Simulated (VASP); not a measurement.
Input:

```yaml
crystal:
  lattice:
    - [1.54069, -2.66855, 0.00000]
    - [1.54069, 2.66855, 0.00000]
    - [0.00000, 0.00000, 5.05803]
  atoms:
    - { symbol: Si, position: [0.66667, 0.33333, 0.49963] }
    - { symbol: Si, position: [0.33333, 0.66667, 0.99963] }
    - { symbol: C, position: [0.66667, 0.33333, 0.87537] }
    - { symbol: C, position: [0.33333, 0.66667, 0.37537] }
```

These are TPSS meta-GGA, VASP's PBE PAW potentials (set 64) (plane waves; VASP) values and carry that method's errors. Run with 520 eV cut-off, 9×9×5 Γ-centred mesh, tetrahedra with Blöchl corrections, potentials Si C.

The cores are frozen, which limits the accuracy of field gradients.

Problem. Give the principal components of the electric field gradient (V/Å²) and the asymmetry η at each nucleus.

Solution. 
```
atom   Vxx   Vyy  Vzz     η
----  ----  ----  ---  ----
Si1   -1.6  -1.6  3.1  0.00
Si2   -1.6  -1.6  3.1  0.00
C3    -1.1  -1.1  2.2  0.00
C4    -1.1  -1.1  2.2  0.00
```

The compound is SiC in the wurtzite structure, the rare 2H polytype. It was relaxed first.
